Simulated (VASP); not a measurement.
# MnPtS3 (Pm-3m) in VASP: further runs

One crystal, MnPtS3, is run at these levels: PBEsol+D3+U; tasks: density of states, band structure.

All numbers are computed with VASP 6.6.1; they aren't measurements. Logs are shortened: lines on timing, memory, paths and dates and some standing lists are left out, and cuts for length are marked.

## Step 1: Starting point

It takes space group Pm-3m (No. 221, cubic). Conventional cell: a = 4.591 Å, b = 4.591 Å, c = 4.591 Å, α = 90.00°, β = 90.00°, γ = 90.00°. Around Mn (site symmetry m-3m) lie 12 S at 3.25 Å. Around Pt (site symmetry m-3m) lie 6 S at 2.30 Å. Around S (site symmetry 4/mmm) lie 2 Pt at 2.30 Å.

The cell was built by a generator and needn't be a form met in nature.

## Step 2: Density of states, PBEsol+D3+U, collinear spin, ferromagnetic start, spin-orbit coupling

POSCAR

```
MnPtS3
1.0
    4.5906928300      0.0000000000      0.0000000000
    0.0000000000      4.5906928300      0.0000000000
    0.0000000000      0.0000000000      4.5906928300
Mn Pt S
1 1 3
Cartesian
    0.0000000000      0.0000000000      0.0000000000
    2.2953464150      2.2953464150      2.2953464150
    0.0000000000      2.2953464150      2.2953464150
    2.2953464150      0.0000000000      2.2953464150
    2.2953464150      2.2953464150      0.0000000000
```

INCAR.step1

```
ALGO = Normal
EDIFF = 1E-6
ENCUT = 520
GGA = PS
GGA_COMPAT = False
ISIF = 2
ISMEAR = 0
IVDW = 11
LASPH = True
LCHARG = True
LDAU = True
LDAUJ = 1 1 0
LDAUL = 2 2 -1
LDAUPRINT = 1
LDAUTYPE = 1
LDAUU = 8 5.3 0
LMAXMIX = 4
LORBMOM = True
LREAL = False
LSORBIT = True
LWAVE = False
MAGMOM = 0 0 4 0 0 0 0 0 0 0 0 0 0 0 0
NELM = 120
PREC = Accurate
SIGMA = 0.01
```

KPOINTS.step1

```
k-points
0
Gamma
  5 5 5
```

INCAR.step2

```
ALGO = Normal
EDIFF = 1E-6
ENCUT = 520
GGA = PS
GGA_COMPAT = False
ICHARG = 11
ISIF = 2
ISMEAR = -5
IVDW = 11
LASPH = True
LCHARG = False
LDAU = True
LDAUJ = 1 1 0
LDAUL = 2 2 -1
LDAUPRINT = 1
LDAUTYPE = 1
LDAUU = 8 5.3 0
LMAXMIX = 4
LORBIT = 10
LORBMOM = True
LREAL = False
LSORBIT = True
LWAVE = False
MAGMOM = 0 0 4 0 0 0 0 0 0 0 0 0 0 0 0
NEDOS = 1001
NELM = 120
PREC = Accurate
SIGMA = 0.01
```

KPOINTS.step2

```
k-points
0
Gamma
  8 8 8
```

Potentials or basis: VASP PAW PBE potentials, release 64 (Mn_pv, Pt, S).

Launch:

```
cat potpaw_PBE.64/Mn_pv/POTCAR potpaw_PBE.64/Pt/POTCAR potpaw_PBE.64/S/POTCAR > POTCAR
cp INCAR.step1 INCAR
cp KPOINTS.step1 KPOINTS
mpirun -np 1 vasp_ncl > vasp.out
cp INCAR.step2 INCAR
cp KPOINTS.step2 KPOINTS
mpirun -np 1 vasp_ncl > vasp.out
```

OUTCAR:

```text
EDIFF = 1E-6
   ENCUT = 520
   GGA = PS
   ICHARG = 11
   ISIF = 2
   ISMEAR = -5
   IVDW = 11
   LASPH = True
   LORBIT = 10
   LREAL = False
   LSORBIT = True
   NELM = 120
   PREC = Accurate
 IVDW          = 11

 ion  position               nearest neighbor table
   1  0.000  0.000  0.000-
   2  0.500  0.500  0.500-   3 2.30   4 2.30   5 2.30   5 2.30   4 2.30   3 2.30
   3  0.000  0.500  0.500-   2 2.30   2 2.30
   4  0.500  0.000  0.500-   2 2.30   2 2.30
   5  0.500  0.500  0.000-   2 2.30   2 2.30

  LATTYP: Found a simple cubic cell.
 ALAT       =     4.5906928300

  Lattice vectors:

 A1 = (   4.5906928300,   0.0000000000,   0.0000000000)
 A2 = (   0.0000000000,   4.5906928300,   0.0000000000)
 A3 = (   0.0000000000,   0.0000000000,   4.5906928300)

Analysis of symmetry for initial positions (statically):
=====================================================================
 Subroutine PRICEL returns:
 Original cell was already a primitive cell.

 Routine SETGRP: Setting up the symmetry group for a
 simple cubic supercell.

 Subroutine GETGRP returns: Found 48 space group operations
 (whereof 48 operations were pure point group operations)
 out of a pool of 48 trial point group operations.

The static configuration has the point symmetry O_h .

Analysis of symmetry for dynamics (positions and initial velocities):
=====================================================================
 Subroutine PRICEL returns:
 Original cell was already a primitive cell.

 Routine SETGRP: Setting up the symmetry group for a
 simple cubic supercell.

 Subroutine GETGRP returns: Found 48 space group operations
 (whereof 48 operations were pure point group operations)
 out of a pool of 48 trial point group operations.

The dynamic configuration has the point symmetry O_h .

Analysis of structural, dynamic, and magnetic symmetry:
=====================================================================
 Subroutine PRICEL returns:
 Original cell was already a primitive cell.

 Routine SETGRP: Setting up the symmetry group for a
 simple cubic supercell.

 Subroutine GETGRP returns: Found  8 space group operations
 (whereof  8 operations were pure point group operations)
 out of a pool of 48 trial point group operations.

The overall configuration has the point symmetry C_4h.

 Subroutine INISYM returns: Found  8 space group operations
 (whereof  8 operations are pure point group operations),
 and found     1 'primitive' translations

----------------------------------------------------------------------------------------

                                     Primitive cell

  volume of cell :      96.7464

  direct lattice vectors                    reciprocal lattice vectors
     4.590692830  0.000000000  0.000000000     0.217832043  0.000000000  0.000000000
     0.000000000  4.590692830  0.000000000     0.000000000  0.217832043  0.000000000
     0.000000000  0.000000000  4.590692830     0.000000000  0.000000000  0.217832043

  length of vectors
     4.590692830  4.590692830  4.590692830     0.217832043  0.217832043  0.217832043

  position of ions in fractional coordinates (direct lattice)
     0.000000000  0.000000000  0.000000000
     0.500000000  0.500000000  0.500000000
     0.000000000  0.500000000  0.500000000
     0.500000000  0.000000000  0.500000000
     0.500000000  0.500000000  0.000000000

  ion indices of the primitive-cell ions
   primitive index   ion index
                 1           1
                 2           2
                 3           3
                 4           4
                 5           5

----------------------------------------------------------------------------------------

 KPOINTS: k-points

Automatic generation of k-mesh.
[... 242 lines left out ...]
      2     -45.9201      1.00000
      3     -45.4296      1.00000
      4     -41.1285      1.00000
      5     -40.7268      1.00000
      6     -40.3743      1.00000
[... 1309 lines left out ...]
     51       9.5671      0.00000
     52       9.8431      0.00000

 [... further k-points ...]

------------------------ aborting loop because EDIFF is reached ----------------------------------------

 total charge

# of ion       s       p       d       tot
------------------------------------------
    1        0.186   6.056   4.813  11.055
    2        0.661   0.733   8.597   9.990
    3        1.359   2.294   0.000   3.653
    4        1.359   2.294   0.000   3.653
    5        1.358   2.291   0.000   3.650
--------------------------------------------------
tot          4.922  13.668  13.410  32.001

 Edisp (eV)   -1.20819

 E8    (eV) :    -0.7173

  FORCE on cell =-STRESS in cart. coord.  units (eV):
  Direction    XX          YY          ZZ          XY          YZ          ZX
  --------------------------------------------------------------------------------------
  -------------------------------------------------------------------------------------
  Total      -1.00690    -1.00690    -0.87590    -0.00000     0.00000    -0.00000
  in kB     -16.67490   -16.67490   -14.50537    -0.00000     0.00000    -0.00000
  external pressure =      -15.95 kB  Pullay stress =        0.00 kB

 VOLUME and BASIS-vectors are now :
 -----------------------------------------------------------------------------
  energy-cutoff  :      520.00
  volume of cell :       96.75
      direct lattice vectors                 reciprocal lattice vectors
     4.590692830  0.000000000  0.000000000     0.217832043  0.000000000  0.000000000
     0.000000000  4.590692830  0.000000000     0.000000000  0.217832043  0.000000000
     0.000000000  0.000000000  4.590692830     0.000000000  0.000000000  0.217832043

 POSITION                                       TOTAL-FORCE (eV/Angst)
 -----------------------------------------------------------------------------------
      0.00000      0.00000      0.00000         0.000000      0.000000      0.000000
      2.29535      2.29535      2.29535         0.000000      0.000000      0.000000
      0.00000      2.29535      2.29535         0.000000      0.000000      0.000000
      2.29535      0.00000      2.29535         0.000000      0.000000      0.000000
      2.29535      2.29535      0.00000         0.000000      0.000000      0.000000
 -----------------------------------------------------------------------------------
    total drift:                                0.000000      0.000000      0.000000

  FREE ENERGIE OF THE ION-ELECTRON SYSTEM (eV)
  ---------------------------------------------------
  free  energy   TOTEN  =       -24.5062818243 eV

  energy  without entropy=      -24.5062818243  energy(sigma->0) =      -24.50628182

 orbital moment (x)

 # of ion     p       d       tot
 ----------------------------------------
  1         0.000   0.000   0.000
  2         0.000  -0.000  -0.000
  3         0.000   0.000   0.000
  4        -0.000   0.000  -0.000
  5         0.000   0.000   0.000
 ----------------------------------------
           -0.000  -0.000  -0.000

 orbital moment (y)

 # of ion     p       d       tot
 ----------------------------------------
  1         0.000  -0.000  -0.000
  2        -0.000   0.000   0.000
  3        -0.000   0.000  -0.000
  4         0.000   0.000   0.000
  5         0.000   0.000   0.000
 ----------------------------------------
           -0.000   0.000   0.000

 orbital moment (z)

 # of ion     p       d       tot
 ----------------------------------------
  1        -0.000   0.001   0.001
  2         0.000  -0.027  -0.027
  3         0.000   0.000   0.000
  4         0.000   0.000   0.000
  5        -0.007   0.000  -0.007
 ----------------------------------------
           -0.007  -0.025  -0.032

 Spin-Orbit-Coupling matrix elements

 Ion:    1  E_soc:     -0.0284027
 l=   1
     0.0000000    -0.0036095    -0.0036040
    -0.0036095     0.0000000    -0.0036095
    -0.0036040    -0.0036095     0.0000000
 l=   2
     0.0000000    -0.0003330     0.0000000    -0.0003330    -0.0000978
    -0.0003330     0.0000000    -0.0009741    -0.0000174    -0.0003244
     0.0000000    -0.0009741     0.0000000    -0.0009741     0.0000000
    -0.0003330    -0.0000174    -0.0009741     0.0000000    -0.0003244
    -0.0000978    -0.0003244     0.0000000    -0.0003244     0.0000000
 l=   3
     0.0000000     0.0000000     0.0000000     0.0000000     0.0000000     0.0000000     0.0000000
     0.0000000     0.0000000     0.0000000     0.0000000     0.0000000     0.0000000     0.0000000
     0.0000000     0.0000000     0.0000000     0.0000000     0.0000000     0.0000000     0.0000000
     0.0000000     0.0000000     0.0000000     0.0000000     0.0000000     0.0000000     0.0000000
[... 69 lines left out ...]
 l=   2
     0.0000000     0.0000000     0.0000000     0.0000000     0.0000000
     0.0000000     0.0000000     0.0000000     0.0000000     0.0000000
     0.0000000     0.0000000     0.0000000     0.0000000     0.0000000
     0.0000000     0.0000000     0.0000000     0.0000000     0.0000000
     0.0000000     0.0000000     0.0000000     0.0000000     0.0000000
 l=   3
     0.0000000     0.0000000     0.0000000     0.0000000     0.0000000     0.0000000     0.0000000
     0.0000000     0.0000000     0.0000000     0.0000000     0.0000000     0.0000000     0.0000000
     0.0000000     0.0000000     0.0000000     0.0000000     0.0000000     0.0000000     0.0000000
     0.0000000     0.0000000     0.0000000     0.0000000     0.0000000     0.0000000     0.0000000
     0.0000000     0.0000000     0.0000000     0.0000000     0.0000000     0.0000000     0.0000000
     0.0000000     0.0000000     0.0000000     0.0000000     0.0000000     0.0000000     0.0000000
     0.0000000     0.0000000     0.0000000     0.0000000     0.0000000     0.0000000     0.0000000

 total charge

# of ion       s       p       d       tot
------------------------------------------
    1        0.186   6.056   4.813  11.055
    2        0.661   0.733   8.597   9.990
    3        1.359   2.294   0.000   3.653
    4        1.359   2.294   0.000   3.653
    5        1.358   2.291   0.000   3.650
--------------------------------------------------
tot          4.922  13.668  13.410  32.001

 magnetization (x)

# of ion       s       p       d       tot
------------------------------------------
    1        0.000   0.000   0.000   0.000
    2        0.000  -0.000   0.000   0.000
    3       -0.000   0.000   0.000  -0.000
    4       -0.000   0.000   0.000   0.000
    5        0.000   0.000   0.000   0.000
--------------------------------------------------
tot          0.000   0.000   0.000   0.000

 magnetization (y)

# of ion       s       p       d       tot
------------------------------------------
    1        0.000   0.000  -0.000  -0.000
    2        0.000  -0.000   0.000  -0.000
    3        0.000   0.000   0.000   0.000
    4       -0.000   0.000   0.000  -0.000
    5        0.000   0.000   0.000   0.000
--------------------------------------------------
tot         -0.000   0.000  -0.000   0.000

 magnetization (z)

# of ion       s       p       d       tot
------------------------------------------
    1        0.073   0.019   4.688   4.779
    2        0.000   0.001  -0.032  -0.031
    3        0.002  -0.037   0.000  -0.035
    4        0.002  -0.037   0.000  -0.035
    5        0.002  -0.034   0.000  -0.032
--------------------------------------------------
tot          0.078  -0.087   4.655   4.646
```

It took 7.6 min on 1 thread of Intel Xeon 6975P-C (Granite Rapids), shared host; peak memory 0.82 GiB.

Results:

- Net moment: 4.97 μB per cell
- Valence electrons inside the program's atomic spheres: Mn 11.05; Pt 9.99; S 3.65
- Dispersion energy per atom: -0.242 eV

Moments on the atoms (μB; x, y, z):
```
Mn   0.00  0.00  4.78
Pt   0.00  0.00 -0.03
S    0.00  0.00 -0.04
S    0.00  0.00 -0.04
S    0.00  0.00 -0.03
```

Caveat: the PAW data sets were made with another functional, which shifts forces and pressure a little; a cell with one magnetic atom can't hold antiferromagnetic order, which such compounds often take. The state reached can hang on the start; a lower one may exist.

## Step 3: Band structure, PBEsol+D3+U, non-collinear spin, ferromagnetic start (volume scaled by 0.8)

run.py

```python
from ase.calculators.vasp import Vasp
from ase.dft.bandgap import bandgap
from ase.io import read

atoms = read('MnPtS3.cif')
atoms.set_initial_magnetic_moments([[2.828, 2.828, 0.0], [0.0, 0.0, 0.0], [0.0, 0.0, 0.0], [0.0, 0.0, 0.0], [0.0, 0.0, 0.0]])
calc = Vasp(
    directory='calc',
    xc='pbesol',
    pp='PBE',
    setups='materialsproject',
    prec='Accurate',
    encut=520,
    ediff=1e-06,
    ismear=0,
    sigma=0.05,
    lreal=False,
    lasph=True,
    nelm=100,
    algo='Fast',
    isif=2,
    lwave=False,
    lcharg=True,
    lnoncollinear=True,
    lorbit=11,
    lmaxmix=4,
    ldautype=1,
    ldauprint=1,
    ivdw=11,
    ldau_luj={'Mn': {'L': 2, 'U': 1, 'J': 0.9}, 'Pt': {'L': 2, 'U': 1, 'J': 0.9}},
    kpts=[5, 5, 5],
    gamma=True,
)
atoms.calc = calc

print('energy (eV):', atoms.get_potential_energy())
print('free energy (eV):', atoms.get_potential_energy(force_consistent=True))
efermi = calc.get_fermi_level()
print('Fermi level (eV):', efermi)
path = atoms.cell.bandpath(npoints=60, eps=1e-4)
print('path:', path.path)
calc.set(kpts=path.kpts, reciprocal=True, icharg=11, isym=0, lcharg=False)
calc.calculate(atoms)
print('gap on the path (eV):', bandgap(calc, efermi=efermi)[0])
print('direct gap on the path (eV):', bandgap(calc, efermi=efermi, direct=True)[0])
```

MnPtS3.cif

```cif
data_MnPtS3
_cell_length_a 4.26162172
_cell_length_b 4.26162172
_cell_length_c 4.26162172
_cell_angle_alpha 90.00000000
_cell_angle_beta 90.00000000
_cell_angle_gamma 90.00000000
_space_group_name_H-M_alt 'P1'
_space_group_name_Hall 'P 1'
_space_group_IT_number 1
loop_
_space_group_symop_operation_xyz
'x,y,z'
loop_
_atom_site_label
_atom_site_type_symbol
_atom_site_symmetry_multiplicity
_atom_site_Wyckoff_symbol
_atom_site_fract_x
_atom_site_fract_y
_atom_site_fract_z
_atom_site_occupancy
Mn1 Mn 1 a 0.0000000000 0.0000000000 0.0000000000 1
Pt1 Pt 1 a 0.5000000000 0.5000000000 0.5000000000 1
S1 S 1 a 0.0000000000 0.5000000000 0.5000000000 1
S2 S 1 a 0.5000000000 0.0000000000 0.5000000000 1
S3 S 1 a 0.5000000000 0.5000000000 0.0000000000 1
```

Potentials or basis: VASP PAW PBE potentials, release 64 (Mn_pv, Pt, S).

Launch:

```
python run.py
```

It took 8.8 min on 1 thread of Intel Xeon 6975P-C (Granite Rapids), shared host; peak memory 0.51 GiB.

It converged, with:

| Property | Result |
| --- | --- |
| Band gap along the path | none (metal or under the smearing width) |
| Net moment | 4.11 μB per cell |
| Dispersion energy per atom | -0.317 eV |

Levels at the corners of the path, in eV from the Fermi level:
| point | band 38 | band 39 | band 40 | band 41 | band 42 | band 43 | band 44 | band 45 |
| --- | --- | --- | --- | --- | --- | --- | --- | --- |
| Γ | -1.59 | -1.59 | -0.99 | -0.76 | -0.76 | -0.76 | -0.72 | -0.72 |
| X | -0.40 | -0.40 | -0.16 | -0.16 | -0.08 | -0.08 | 0.31 | 0.37 |
| M | -0.52 | -0.39 | 0.15 | 0.64 | 0.64 | 0.96 | 1.40 | 1.65 |
| Γ | -1.59 | -1.59 | -0.99 | -0.76 | -0.76 | -0.76 | -0.72 | -0.72 |
| R | 0.61 | 0.61 | 0.61 | 0.80 | 0.80 | 0.80 | 1.40 | 1.40 |
| X | -0.40 | -0.40 | -0.16 | -0.16 | -0.08 | -0.08 | 0.31 | 0.37 |
| M | -0.52 | -0.39 | 0.15 | 0.64 | 0.64 | 0.96 | 1.40 | 1.65 |
| R | 0.61 | 0.61 | 0.61 | 0.80 | 0.80 | 0.80 | 1.40 | 1.40 |

Moments on the atoms (μB; x, y, z):
```
Mn   3.11  3.11  0.00
Pt  -0.05 -0.05  0.00
S   -0.06 -0.06  0.00
S   -0.09 -0.09  0.00
S   -0.02 -0.02  0.00
```

Caveat: the log is that of the step along the path at fixed density, whose energy, stress, charges and moments have no meaning; the PAW data sets were made with another functional, which shifts forces and pressure a little; spin-orbit coupling is left out, which moves the levels of the heavy elements; a cell with one magnetic atom can't hold antiferromagnetic order, which such compounds often take; pairwise dispersion overbinds metals, which lowers pressure and volume. The state reached can hang on the start; a lower one may exist.

## Step 4: The reference run

An earlier run on the cell as given: functional PBE; potentials or basis VASP PAW PBE potentials, release 64 (Mn_pv, Pt, S); cutoff 520 eV; k mesh 6 × 6 × 6; occupations fermi-dirac, width 0.05 eV; collinear spin, ferromagnetic start; starting moments [4.0, 0.0, 0.0, 0.0, 0.0] μB.

- Pressure: 8.0 GPa
- Band gap on the k mesh: none (metal or under the smearing width)
- Net moment: 4.36 μB per cell
- Site moments: Mn +4.45; Pt -0.08; S -0.07 μB
- Valence electrons inside the program's atomic spheres: Mn 11.09; Pt 9.70; S 3.67

## Step 5: Overview

| task | level | spin | U | cell | k mesh | smearing | LDAUTYPE | hund's J | k mesh for the DOS | moment (μB) |
| --- | --- | --- | --- | --- | --- | --- | --- | --- | --- | --- |
| density of states | PBEsol+D3+U | collinear, ferromagnetic start, SOC | Mn d U = 8 eV, J = 1.0 eV, Pt d U = 5.3 eV, J = 1.0 eV | as given | 5 × 5 × 5 | gaussian 0.01 eV | 1 | 1 | 8 × 8 × 8 | 4.97 |
| band structure | PBEsol+D3+U | non-collinear, ferromagnetic start | Mn d U = 1 eV, J = 0.9 eV, Pt d U = 1 eV, J = 0.9 eV | volume scaled by 0.8 | 5 × 5 × 5 | gaussian 0.05 eV | 1 | 0.9 | - | 4.11 |
| single point | PBE | collinear, ferromagnetic start | - | as given | 6 × 6 × 6 | fermi-dirac 0.05 eV | - | - | - | 4.36 |

Alike in all rows: potentials or basis VASP PAW PBE potentials, release 64 (Mn_pv, Pt, S); cutoff (eV) 520.

Caveats: a cell with one magnetic atom can't hold antiferromagnetic order, which such compounds often take; the PAW data sets were made with another functional, which shifts forces and pressure a little (some runs); spin-orbit coupling is left out, which moves the levels of the heavy elements (some runs); pairwise dispersion overbinds metals, which lowers pressure and volume (some runs); semilocal functionals often make such compounds metallic where correlation or magnetic order opens a gap, which also shifts bond lengths (some runs).

Total energies depend on the potentials used, so only differences within one code and one set of settings carry meaning.
